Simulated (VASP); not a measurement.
Output of a VASP run:

File OSZICAR:
```
       N       E                     dE             d eps       ncg     rms          rms(c)
DAV:   1     0.100476328506E+03    0.10048E+03   -0.87882E+03   536   0.125E+03
DAV:   2    -0.134746794494E+01   -0.10182E+03   -0.94525E+02   620   0.249E+02
DAV:   3    -0.555414764302E+01   -0.42067E+01   -0.41953E+01   605   0.539E+01
DAV:   4    -0.559084653591E+01   -0.36699E-01   -0.36693E-01   615   0.554E+00
DAV:   5    -0.559139417249E+01   -0.54764E-03   -0.54763E-03   605   0.684E-01    0.585E+00
DAV:   6    -0.540539986301E+01    0.18599E+00   -0.33642E-01   568   0.790E+00    0.384E+00
DAV:   7    -0.540170345850E+01    0.36964E-02   -0.10560E-01   525   0.260E+00    0.194E+00
DAV:   8    -0.540104692807E+01    0.65653E-03   -0.58699E-03   550   0.954E-01    0.292E-01
DAV:   9    -0.540109962889E+01   -0.52701E-04   -0.72839E-04   570   0.407E-01    0.473E-02
DAV:  10    -0.540117413339E+01   -0.74505E-04   -0.13093E-04   535   0.113E-01    0.310E-02
DAV:  11    -0.540117948522E+01   -0.53518E-05   -0.52328E-06   570   0.209E-02    0.428E-03
DAV:  12    -0.540117952648E+01   -0.41256E-07   -0.26039E-07   350   0.693E-03
   1 F= -.54011795E+01 E0= -.54011795E+01  d E =-.732671E-15
```

File OUTCAR:
```
------------------------ aborting loop because EDIFF is reached ----------------------------------------
  FORCE on cell =-STRESS in cart. coord.  units (eV):
  Direction    XX          YY          ZZ          XY          YZ          ZX
  --------------------------------------------------------------------------------------
  Total       -0.0022973     -0.0022973     -0.0022973     -0.0000000     -0.0000000      0.0000000
  in kB       -0.0835459     -0.0835459     -0.0835459     -0.0000000     -0.0000000      0.0000000
  external PRESSURE =      -0.0835459 kB  Pullay stress =       0.0000000 kB
  volume of cell :       44.06
      direct lattice vectors                 reciprocal lattice vectors
     0.000000000  2.803234159  2.803234159    -0.178365406  0.178365406  0.178365406
     2.803234159  0.000000000  2.803234159     0.178365406 -0.178365406  0.178365406
     2.803234159  2.803234159  0.000000000     0.178365406  0.178365406 -0.178365406
  FREE ENERGIE OF THE ION-ELECTRON SYSTEM (eV)
  ---------------------------------------------------
  free  energy   TOTEN  =        -5.4011795265 eV

  energy  without entropy=       -5.4011795265  energy(sigma->0) =       -5.40117953
```
(Selected blocks of OUTCAR.)

File POSCAR:
```
AgCl
1
    0.0000000000     2.8032341594     2.8032341594
    2.8032341594     0.0000000000     2.8032341594
    2.8032341594     2.8032341594     0.0000000000
Ag Cl
1 1
Direct
  0.0000000000   0.0000000000   0.0000000000
  0.5000000000   0.5000000000   0.5000000000
```

Task: Reconstruct the remaining input files.

Result: One answer among several that fit: the input of the run itself, PBE GGA, plane waves, VASP's PBE PAW potentials (set 64).

### INCAR
```
SYSTEM=AgCl
PREC=Accurate; ENCUT=520; LREAL=F
LASPH=T
EDIFF=1E-6; NELM=100; ALGO=Normal
LMAXMIX=4
ISMEAR=0; SIGMA=0.05
GGA=PE
LWAVE=F; LCHARG=T
```

### KPOINTS
```
kpoints
0
G
  7 7 7
```

POTCAR, in this order: Ag Cl (PBE.64 set). Program: vasp_std.

The compound is AgCl in the rock salt structure. It was relaxed first.
